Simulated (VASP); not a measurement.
A run of VASP 6.6.1 is set up as follows.

File INCAR:

```
SYSTEM = In3SbO4
ALGO     = Fast           ! electronic algorithm
EDIFF    = 1E-4           ! SCF threshold, eV
EDIFFG   = -0.08          ! ionic threshold
ENCUT    = 520            ! plane-wave cutoff, eV
GGA      = PE             ! functional
IBRION   = 2              ! ionic algorithm
ISIF     = 3              ! what is computed and relaxed
ISMEAR   = 0              ! smearing method
LASPH    = .TRUE.         ! aspherical terms in the spheres
LCHARG   = .FALSE.        ! write CHGCAR
LREAL    = .FALSE.        ! projectors in reciprocal space
LWAVE    = .FALSE.        ! write WAVECAR
NELM     = 60             ! most SCF steps
NSW      = 24             ! ionic steps
PREC     = Normal         ! precision mode
SIGMA    = 0.15           ! smearing width, eV
```

The input KPOINTS:

```
k-points
0
G
  4 4 2
  0 0 0
```

Contents of POSCAR:

```
In3SbO4
1.0
    3.8000000000      0.0000000000      0.0000000000
    0.0000000000      3.8000000000      0.0000000000
    0.0000000000      0.0000000000      9.4000000000
In Sb O
3 1 4
Direct
    0.5000000000      0.5000000000      0.2700000000
    0.5000000000      0.5000000000      0.7300000000
    0.0000000000      0.0000000000      0.0000000000
    0.0000000000      0.0000000000      0.5000000000
    0.0000000000      0.5000000000      0.1450000000
    0.5000000000      0.0000000000      0.1450000000
    0.0000000000      0.5000000000      0.8550000000
    0.5000000000      0.0000000000      0.8550000000
```

Potentials or basis: VASP PAW PBE potentials, release 64 (In_d, Sb, O).

Launch:

```sh
$ cat potpaw_PBE.64/In_d/POTCAR potpaw_PBE.64/Sb/POTCAR potpaw_PBE.64/O/POTCAR > POTCAR
$ mpirun -np 1 vasp_std > vasp.out
```

Question: Estimate the space group after relaxing (to 0.05 Å).

Answer: P4/mmm (No. 123).

Question: What does it give for the band gap on the k mesh?

Answer: None (metal or under the smearing width).

Question: What does it give for the relaxed volume?

Answer: 16.18 Å³/atom.

Question: What does it give for the relaxed cell?

Answer: a = 3.898 Å, b = 3.898 Å, c = 8.516 Å, α = 90.00°, β = 90.00°, γ = 90.00°.

Final structure:
```xyz
8
Lattice="3.8984 0.0000 0.0000 0.0000 3.8984 0.0000 0.0000 0.0000 8.5163" Properties=species:S:1:pos:R:3 pbc="T T T"
In    1.9492    1.9492    2.2244
In    1.9492    1.9492    6.2920
In    0.0000    0.0000    0.0000
Sb    0.0000    0.0000    4.2582
O     0.0000    1.9492    1.3313
O     1.9492    0.0000    1.3313
O     0.0000    1.9492    7.1851
O     1.9492    0.0000    7.1851
```

Caveat: the k mesh is coarse (spacing up to 0.41 Å⁻¹), so the values aren't converged. The run has no spin-orbit coupling, so splittings on Sb are missing.
